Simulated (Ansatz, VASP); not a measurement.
# Mo2NO2: VASP beside Ansatz, part 2 of 2

Wanted: the spread between two codes on one cell, functional and k mesh. Of the first pair: The structure shown is the start of the Ansatz relaxation below; VASP solves that cell, so the two are compared at the walk's first step.

VASP 6.6.1 and Ansatz 0.2.0.

So far: The structure; Ansatz: relaxation, PBEsol.

### Step 3. VASP: single point, PBEsol, start cell, pair 1

Level of this step: PBEsol, no spin polarisation; plane waves and PAW (N, Mo_sv, O) (VASP).

The same cell, functional, mesh and smearing now go to VASP, with its own data sets.

Lines of VASP's logs that name or quote its potential files are left out, and so is its time.

Contents of INCAR:

```
SYSTEM = Mo2NO2
PREC = Accurate
ENCUT = 520
EDIFF = 1E-06
NELM = 120
ISMEAR = 1
SIGMA = 0.15
LREAL = .FALSE.
ALGO = Normal
GGA = PS
NBANDS = 55
LASPH = .TRUE.
LORBIT = 11
LWAVE = .FALSE.
LCHARG = .FALSE.
ISIF = 2
LDIPOL = .TRUE.
IDIPOL = 3
DIPOL = 0.5 0.5 0.307
LVHAR = .TRUE.
GGA_COMPAT = .FALSE.
NELMDL = -8
KPAR = 2
```

Contents of POSCAR:

```
Mo2NO2
1.0
    3.1277740000      0.0000000000      0.0000000000
    0.0000000000      5.4174640000      0.0000000000
    0.0000000000      0.0000000000     32.6000000000
N Mo O
2 4 4
Direct
    0.0000000000      0.0055265711      0.3109435890
    0.5000000000      0.4944734289      0.3025533436
    0.0000000000      0.3466801071      0.3383811044
    0.5000000000      0.8199866210      0.3386567486
    0.5000000000      0.1533198929      0.2751158283
    0.0000000000      0.6800133790      0.2748401841
    0.5000000000      0.1692507786      0.3679124234
    0.0000000000      0.6640824932      0.3721037117
    0.0000000000      0.3307492214      0.2455845093
    0.5000000000      0.8359175068      0.2413932209
```

Contents of KPOINTS:

```
Automatic mesh
0
Gamma
12 8 1
0 0 0
```

PAW data sets: N, Mo_sv and O (PBE family, release 64).

Command:

```bash
mpirun -np 2 vasp_std
```

Numbers of over 12 decimals in the logs are rounded to 6 here.

What it wrote:

```text
[banner, memory and clock lines left out]
running    2 mpi-ranks, on    1 nodes
 distrk:  each k-point on    1 cores,    2 groups
 distr:  one band on    1 cores,    1 groups

 POSCAR found type information on POSCAR N MoO
 POSCAR found :  3 types and      10 ions
|                                                                             |
|               ----> ADVICE to this user running VASP <----                  |
|                                                                             |
|     You enforced a specific xc type in the INCAR file but a different       |
|     [... a line on the potential file left out ...]
|     I HOPE YOU KNOW WHAT YOU ARE DOING!                                     |
|                                                                             |

 LDA part: xc-table for (Slater+PW92), standard interpolation
 POSCAR, INCAR and KPOINTS ok, starting setup
 FFT: planning ... GRIDC
 FFT: planning ... GRID_SOFT
 FFT: planning ... GRID
 WAVECAR not read
 entering main loop
       N       E                     dE             d eps       ncg     rms          rms(c)
DAV:   1     0.849015238584E+03    0.84902E+03   -0.49771E+04  5210   0.134E+03
DAV:   2    -0.272580269636E+02   -0.87627E+03   -0.86173E+03  5078   0.355E+02
DAV:   3    -0.110404579888E+03   -0.83147E+02   -0.81599E+02  4460   0.104E+02
DAV:   4    -0.113396293173E+03   -0.29917E+01   -0.29565E+01  4902   0.193E+01
DAV:   5    -0.113472526748E+03   -0.76234E-01   -0.75889E-01  4767   0.278E+00
DAV:   6    -0.113475161353E+03   -0.26346E-02   -0.26332E-02  4982   0.516E-01
DAV:   7    -0.113475245895E+03   -0.84543E-04   -0.84525E-04  4549   0.784E-02
DAV:   8    -0.113475249453E+03   -0.35579E-05   -0.35577E-05  4038   0.164E-02    0.713E+01
DAV:   9    -0.985281285131E+02    0.14947E+02   -0.11688E+02  4071   0.482E+01    0.197E+01
DAV:  10    -0.979131129566E+02    0.61502E+00   -0.25749E+01  4082   0.240E+01    0.179E+01
DAV:  11    -0.968137518536E+02    0.10994E+01   -0.62766E+00  4390   0.134E+01    0.284E+00
DAV:  12    -0.968443173097E+02   -0.30565E-01   -0.18255E+00  4717   0.671E+00    0.209E+00
DAV:  13    -0.967545226416E+02    0.89795E-01   -0.40105E-01  4556   0.323E+00    0.547E-01
DAV:  14    -0.967540751906E+02    0.44745E-03   -0.27831E-02  4877   0.778E-01    0.195E-01
[...]
DAV:  22    -0.967545278835E+02   -0.10438E-03   -0.20988E-06  3292   0.534E-03    0.146E-03
DAV:  23    -0.967545893998E+02   -0.61516E-04   -0.18622E-06  3220   0.326E-03    0.109E-03
DAV:  24    -0.967546151003E+02   -0.25700E-04   -0.36017E-07  2605   0.200E-03    0.815E-04
DAV:  25    -0.967546289274E+02   -0.13827E-04   -0.38385E-07  2643   0.133E-03    0.489E-04
DAV:  26    -0.967546343123E+02   -0.53849E-05   -0.16763E-07  2494   0.917E-04    0.135E-04
DAV:  27    -0.967546359023E+02   -0.15900E-05   -0.67092E-08  2387   0.601E-04    0.102E-04
DAV:  28    -0.967546371895E+02   -0.12872E-05   -0.61627E-08  2422   0.438E-04    0.641E-05
DAV:  29    -0.967546377907E+02   -0.60120E-06   -0.29043E-08  2212   0.395E-04
   1 F= -.96754638E+02 E0= -.96752952E+02  d E =-.505607E-02
```

Parts of OUTCAR (step 3):

```text
ion  position               nearest neighbor table
   1  0.000  0.006  0.311-   3 2.05   4 2.07   4 2.07   5 2.11   5 2.11   6 2.12
   2  0.500  0.494  0.303-   5 2.05   6 2.07   6 2.07   3 2.11   3 2.11   4 2.12
   3  0.000  0.347  0.338-   8 2.04   1 2.05   7 2.07   7 2.07   2 2.11   2 2.11   6 2.75   5 2.79
                             5 2.79   4 3.00   4 3.00   4 3.25   4 3.25
   4  0.500  0.820  0.339-   1 2.07   1 2.07   8 2.09   8 2.09   7 2.12   2 2.12   6 2.71   6 2.71
                             5 2.75   3 3.00   3 3.00   3 3.25   3 3.25
   5  0.500  0.153  0.275-  10 2.04   2 2.05   9 2.07   9 2.07   1 2.11   1 2.11   4 2.75   3 2.79
                             3 2.79   6 3.00   6 3.00   6 3.25   6 3.25
   6  0.000  0.680  0.275-   2 2.07   2 2.07  10 2.09  10 2.09   9 2.12   1 2.12   4 2.71   4 2.71
                             3 2.75   5 3.00   5 3.00   5 3.25   5 3.25
   7  0.500  0.169  0.368-   3 2.07   3 2.07   4 2.12
   8  0.000  0.664  0.372-   3 2.04   4 2.09   4 2.09
   9  0.000  0.331  0.246-   5 2.07   5 2.07   6 2.12
  10  0.500  0.836  0.241-   5 2.04   6 2.09   6 2.09

  LATTYP: Found a simple orthorhombic cell.
 ALAT       =     3.1277740000
 B/A-ratio  =     1.7320509730
 C/A-ratio  =    10.4227479351

 Subroutine GETGRP returns: Found  4 space group operations
 (whereof  2 operations were pure point group operations)

The static configuration has the point symmetry C_1h.
 The point group associated with its full space group is C_2h.

 Found     35 irreducible k-points:

   k-points           NKPTS =     35   k-points in BZ     NKDIM =     35   number of bands    NBANDS=     55

   dimension x,y,z NGX =    24 NGY =   40 NGZ =  250
   dimension x,y,z NGXF=    48 NGYF=   80 NGZF=  500

   ENCUT  =  520.0 eV  38.22 Ry    6.18 a.u.   5.82 10.07 60.61*2*pi/ulx,y,z

   NELECT =      90.0000    total number of electrons

 k-points in reciprocal lattice and weights: Automatic mesh
   0.00000000  0.00000000  0.00000000       0.010
   0.08333333  0.00000000  0.00000000       0.021
   0.16666667  0.00000000  0.00000000       0.021
   0.25000000  0.00000000  0.00000000       0.021
   0.33333333  0.00000000  0.00000000       0.021
   0.41666667  0.00000000  0.00000000       0.021
   0.50000000  0.00000000  0.00000000       0.010
   0.00000000  0.12500000  0.00000000       0.021
   0.08333333  0.12500000  0.00000000       0.042
[...]
0.41666667  0.50000000  0.00000000       0.021
   0.50000000  0.50000000  0.00000000       0.010

 dipolmoment           0.000000      0.000000      0.000001 electrons x Angstroem

 average (electrostatic) potential at core
       1 -73.4063       2 -73.4063       3 -85.8041       4 -85.7336       5 -85.8041
       6 -85.7335       7 -78.7901       8 -79.0470       9 -78.7901      10 -79.0470

 E-fermi :  -3.1754

 k-point     1 :       0.0000    0.0000    0.0000
  band No.  band energies     occupation
    ...
     42      -5.6114      2.00000
     43      -4.9059      2.00000
     44      -3.5658      2.00145
     45      -3.2622      1.82041
     46      -3.1376      0.58745
     47      -2.4037     -0.00000
     48      -2.3109     -0.00000
     49      -1.8420     -0.00000
     50      -1.6744     -0.00000
     51      -1.5950     -0.00000
    ...

 k-point     2 :       0.0833    0.0000    0.0000
  band No.  band energies     occupation
    ...
     42      -5.2308      2.00000
     43      -4.7164      2.00000
     44      -3.7371      2.00000
     45      -3.3180      2.03832
     46      -3.2580      1.79287
     47      -2.2657     -0.00000
     48      -2.2134     -0.00000
     49      -1.8025     -0.00000
     50      -1.6008     -0.00000
     51      -1.5468     -0.00000
    ...

 k-point     3 :       0.1667    0.0000    0.0000
  band No.  band energies     occupation
    ...
     42      -4.8748      2.00000
     43      -4.3934      2.00000
     44      -3.8611      2.00000
     45      -3.4689      2.01835
     46      -3.4661      2.01945
     47      -2.0908     -0.00000
     48      -1.9519     -0.00000
     49      -1.6969     -0.00000
     50      -1.4436     -0.00000
     51      -1.4054     -0.00000
    ...

  Total       -0.8443727     -0.7333567      1.6367903      0.0000000      0.8610868      0.0000000
  in kB       -2.4490394     -2.1270459      4.7473869      0.0000000      2.4975175      0.0000000
  external PRESSURE =       0.0571005 kB  Pullay stress =       0.0000000 kB

  energy-cutoff  :      520.00
  volume of cell :      552.39
      direct lattice vectors                 reciprocal lattice vectors
     3.127774000  0.000000000  0.000000000     0.319716194  0.000000000  0.000000000
     0.000000000  5.417464000  0.000000000     0.000000000  0.184588213  0.000000000
     0.000000000  0.000000000 32.600000000     0.000000000  0.000000000  0.030674847

 POSITION                                       TOTAL-FORCE (eV/Angst)
 -----------------------------------------------------------------------------------
      0.00000      0.02994     10.13676         0.000000      0.000387     -0.071778
      1.56389      2.67879      9.86324         0.000000     -0.000387      0.071778
      0.00000      1.87813     11.03122         0.000000      0.256028      0.136271
      1.56389      4.44225     11.04021         0.000000     -0.133131      0.298831
      1.56389      0.83061      8.96878         0.000000     -0.256028     -0.136271
      0.00000      3.68395      8.95979         0.000000      0.133131     -0.298831
      1.56389      0.91691     11.99395         0.000000      0.123222      0.096345
      0.00000      3.59764     12.13058         0.000000      0.027888      0.124067
      0.00000      1.79182      8.00606         0.000000     -0.123222     -0.096345
      1.56389      4.52855      7.86942         0.000000     -0.027888     -0.124067
 -----------------------------------------------------------------------------------
    total drift:                                0.000000      0.000003     -0.000264

  FREE ENERGIE OF THE ION-ELECTRON SYSTEM (eV)
  ---------------------------------------------------
  free  energy   TOTEN  =       -96.7546377907 eV

  energy  without entropy=      -96.7495817191  energy(sigma->0) =      -96.75295243

 vacuum level on the upper side and lower side of the slab         3.019         3.019

 total charge
# of ion       s       p       d       tot
------------------------------------------
    1        1.247   2.556   0.000   3.802
    2        1.247   2.556   0.000   3.802
    3        2.300   6.252   3.918  12.471
    4        2.295   6.246   3.949  12.491
    5        2.300   6.252   3.918  12.471
    6        2.295   6.246   3.949  12.491
    7        1.562   3.417   0.000   4.979
    8        1.568   3.406   0.000   4.974
    9        1.562   3.417   0.000   4.979
   10        1.568   3.406   0.000   4.974
--------------------------------------------------
tot         17.945  43.753  15.735  77.434

[... 3 further parts left out ...]
```

This run has no spin polarisation, so a moment on Mo, if there is one, isn't seen.

### Step 4. Differences

Known differences besides the potentials themselves: Ansatz cuts the interaction across the vacuum, VASP repeats the sheet with a dipole correction; the cutoff is 420 eV in Ansatz and 520 eV in VASP; Ansatz makes its cores anew for this functional, VASP keeps those of its PBE data sets. Total energies have different zeros and are not compared.

Forces (eV/Å; atoms numbered as in POSCAR):

| atom | Ansatz x, y, z | VASP x, y, z |
| --- | --- | --- |
| N1 | 0.000, -0.003, -0.075 | 0.000, 0.000, -0.072 |
| N2 | 0.000, 0.003, 0.075 | 0.000, 0.000, 0.072 |
| Mo3 | 0.000, 0.263, 0.097 | 0.000, 0.256, 0.136 |
| Mo4 | 0.000, -0.141, 0.245 | 0.000, -0.133, 0.299 |
| Mo5 | 0.000, -0.263, -0.097 | 0.000, -0.256, -0.136 |
| Mo6 | 0.000, 0.141, -0.245 | 0.000, 0.133, -0.299 |
| O7 | 0.000, 0.129, 0.074 | 0.000, 0.123, 0.096 |
| O8 | 0.000, 0.021, 0.089 | 0.000, 0.028, 0.124 |
| O9 | 0.000, -0.129, -0.074 | 0.000, -0.123, -0.096 |
| O10 | 0.000, -0.021, -0.089 | 0.000, -0.028, -0.124 |

The forces differ by 20 meV/Å r.m.s., which is 16.3 % of the r.m.s. force of 0.126 eV/Å (both taken over all components). With vacuum in the cell, a pressure given here is an average over mostly empty space and none of the material.

### Step 5. Ansatz: relaxation, PBEsol

This run makes the geometry at which the two programs are then compared.

The structure compared here is the end of the Ansatz relaxation.

Contents of input.yaml:

```yaml
crystal:
  lattice:
    - [3.1277744238, 0.0, 0.0]
    - [-1.0e-10, 5.4174642167, 0.0]
    - [0.0, 0.0, 32.6]
  atoms:
    - { symbol: "N", position: [1.0, 0.0055265023, 0.3109435943] }
    - { symbol: "N", position: [0.5, 0.4944734977, 0.3025533382] }
    - { symbol: Mo, position: [0.0, 0.3466800555, 0.3383811111] }
    - { symbol: Mo, position: [0.5, 0.8199866112, 0.338656753] }
    - { symbol: Mo, position: [0.5, 0.1533199445, 0.2751158214] }
    - { symbol: Mo, position: [1.0, 0.6800133888, 0.2748401795] }
    - { symbol: O, position: [0.5, 0.1692508549, 0.3679124384] }
    - { symbol: O, position: [1.0, 0.6640824784, 0.3721037083] }
    - { symbol: O, position: [0.0, 0.3307491451, 0.2455844941] }
    - { symbol: O, position: [0.5, 0.8359175216, 0.2413932242] }
  periodic: [true, true, false]
kpoints:
  mp_grid: { grid: [12, 8, 1] }
hamiltonian:
  xc: pbesol
scf:
  occupations: { method: methfessel_paxton, width: 0.15 }
output:
  forces: true
  stress: true
  eigenvalues: true
  write_density: true
  write_potential: true
  elf: true
  volumetric_format: npy
relax:
  adjacent_minimum: "off"
  f_tol: 0.002
  max_steps: 120
  cell: { stress_2d_tol: 0.005 }
```

Command:

```bash
ansatz run input.yaml --threads 8 --pin off --max-ram 14336MiB --backend cpu --events-out ev --progress --plain --runs-dir out
```

What it wrote:

```text
[...]
Crystal: 10 atoms, lattice volume = 552.394 Å³
Basis set: ecut = 420 eV, 10793 PW (Γ), exchange–correlation on 48×80×450 points (8 copies of the dense FFT grid, shifted against one another)
Bands: 55, of which v1, the nominal top of the filled ones, is band 45 counted from 1 (44 counted from 0)
Symmetry: 4 space group operations
[...]
k-points: 35 of 96
[...]
- { symbol: Mo, position: [0, 0.385830, 0.339506] }
    - { symbol: Mo, position: [0.5, 0.832139, 0.340949] }
    - { symbol: Mo, position: [0.500000, 0.114170, 0.273990] }
    - { symbol: Mo, position: [1.000000, 0.667861, 0.272548] }
    - { symbol: O, position: [0.500000, 0.197432, 0.368326] }
    - { symbol: O, position: [1.000000, 0.705873, 0.375924] }
    - { symbol: O, position: [0, 0.302568, 0.245171] }
    - { symbol: O, position: [0.500000, 0.794127, 0.237573] }
[key lines of the parts left out:]
SCF converged after 9 iterations
Free energy (F): -22592.035879 eV
Fermi energy:    -6.307168 eV
P = ½ c Tr σ = 0.0007 N/m
```

### Step 6. VASP: single point, PBEsol, relaxed cell, pair 2

The same cell, functional, mesh and smearing now go to VASP, with its own data sets.

INCAR is that of step 3.

Contents of POSCAR:

```
Mo2NO2
1.0
    3.2474578366      0.0000000000      0.0000000000
    0.0000000000      5.0453734933      0.0000000000
    0.0000000000      0.0000000000     32.6000000000
N Mo O
2 4 4
Direct
    0.0000000000      0.0109207520      0.3109151394
    0.5000000000      0.4890792480      0.3025817931
    0.0000000000      0.3858295520      0.3395064403
    0.5000000000      0.8321392376      0.3409489198
    0.5000000000      0.1141704480      0.2739904922
    0.0000000000      0.6678607624      0.2725480127
    0.5000000000      0.1974318326      0.3683260928
    0.0000000000      0.7058733098      0.3759236194
    0.0000000000      0.3025681674      0.2451708397
    0.5000000000      0.7941266902      0.2375733131
```

KPOINTS is that of step 3.

Command:

```bash
mpirun -np 2 vasp_std
```

What it wrote:

```text
[banner, memory and clock lines left out]
running    2 mpi-ranks, on    1 nodes
[...]
[... a notice as in an earlier step ...]

 LDA part: xc-table for (Slater+PW92), standard interpolation
 POSCAR, INCAR and KPOINTS ok, starting setup
[...]
entering main loop
       N       E                     dE             d eps       ncg     rms          rms(c)
DAV:   1     0.863886000003E+03    0.86389E+03   -0.49911E+04  5138   0.135E+03
DAV:   2    -0.274510414310E+02   -0.89134E+03   -0.87688E+03  5078   0.358E+02
DAV:   3    -0.110575625849E+03   -0.83125E+02   -0.81786E+02  4492   0.105E+02
DAV:   4    -0.113445680588E+03   -0.28701E+01   -0.28457E+01  4990   0.192E+01
[...]
DAV:  26    -0.972076125782E+02   -0.62429E-05   -0.19282E-07  2451   0.964E-04    0.215E-04
DAV:  27    -0.972076159701E+02   -0.33919E-05   -0.17046E-07  2511   0.821E-04    0.127E-04
DAV:  28    -0.972076167627E+02   -0.79266E-06   -0.54914E-08  2198   0.512E-04
   1 F= -.97207617E+02 E0= -.97207733E+02  d E =0.348066E-03
```

Parts of OUTCAR (step 6):

```text
  Total        0.5470880      0.5337531      0.2838896      0.0000000      0.0191351      0.0000000
  in kB        1.6410179      1.6010192      0.8515411      0.0000000      0.0573966      0.0000000
  external PRESSURE =       1.3645261 kB  Pullay stress =       0.0000000 kB

 POSITION                                       TOTAL-FORCE (eV/Angst)
 -----------------------------------------------------------------------------------
      0.00000      0.05510     10.13583         0.000000      0.011034      0.010913
      1.62373      2.46759      9.86417         0.000000     -0.011034     -0.010913
      0.00000      1.94665     11.06791         0.000000     -0.049754      0.031770
      1.62373      4.19845     11.11493         0.000000      0.007782      0.038592
      1.62373      0.57603      8.93209         0.000000      0.049754     -0.031770
      0.00000      3.36961      8.88507         0.000000     -0.007782     -0.038592
      1.62373      0.99612     12.00743         0.000000      0.007108      0.020130
      0.00000      3.56139     12.25511         0.000000      0.017418      0.044894
      0.00000      1.52657      7.99257         0.000000     -0.007108     -0.020130
      1.62373      4.00667      7.74489         0.000000     -0.017418     -0.044894
 -----------------------------------------------------------------------------------
    total drift:                                0.000000     -0.000009      0.000252

  FREE ENERGIE OF THE ION-ELECTRON SYSTEM (eV)
  ---------------------------------------------------
  free  energy   TOTEN  =       -97.2076167627 eV

  energy  without entropy=      -97.2079648285  energy(sigma->0) =      -97.20773278

[... 1 part as in an earlier step ...]

[... 2 further parts left out ...]
[key lines of the parts left out:]
E-fermi :  -3.2100
```

The run ends at a pressure of 0.14 GPa, with forces up to 0.059 eV/Å.

### Step 7. Comparison

Forces (eV/Å; atoms numbered as in POSCAR):

| atom | Ansatz x, y, z | VASP x, y, z |
| --- | --- | --- |
| N1 | 0.000, 0.000, 0.000 | 0.000, 0.011, 0.011 |
| N2 | 0.000, 0.000, 0.000 | 0.000, -0.011, -0.011 |
| Mo3 | 0.000, 0.000, 0.000 | 0.000, -0.050, 0.032 |
| Mo4 | 0.000, 0.000, 0.000 | 0.000, 0.008, 0.039 |
| Mo5 | 0.000, 0.000, 0.000 | 0.000, 0.050, -0.032 |
| Mo6 | 0.000, 0.000, 0.000 | 0.000, -0.008, -0.039 |
| O7 | 0.000, 0.000, 0.000 | 0.000, 0.007, 0.020 |
| O8 | 0.000, 0.000, 0.000 | 0.000, 0.017, 0.045 |
| O9 | 0.000, 0.000, 0.000 | 0.000, -0.007, -0.020 |
| O10 | 0.000, 0.000, 0.000 | 0.000, -0.017, -0.045 |

The forces differ by 23 meV/Å r.m.s., where the r.m.s. force is 0.000 eV/Å in Ansatz and 0.023 eV/Å in VASP: the atoms lie near their places of rest in Ansatz, so a percentage would say little (all taken over all components). With vacuum in the cell, a pressure given here is an average over mostly empty space and none of the material.

### Step 8. Outcome

```
r.m.s. force difference (single point, PBEsol, start cell, pair 1)   : 20 meV/Å
r.m.s. force difference (single point, PBEsol, relaxed cell, pair 2) : 23 meV/Å
```

**Reading.** The r.m.s. force difference is 23 meV/Å (single point, PBEsol, relaxed cell, pair 2), beyond the 12 meV/Å picked in this series as the mark of a large difference. What causes the difference of the single point, PBEsol, start cell, pair 1 pair stays open here. What causes the difference of the single point, PBEsol, relaxed cell, pair 2 pair stays open here. How closely two codes agree says nothing of how well the functional describes the real material.

[Lines on the potential files, build, host, timing and source positions are cut from VASP's logs without a mark.]

[Logs are printed without paths, hosts, clocks, repeated set-up lines and the standing remarks that a program may print on its own settings, such as how far it seeks lower states.]

[Hosts, paths, dates, database ids (printed as entryN), source tags and the programs' standing remarks are cut or masked in the printed files.]
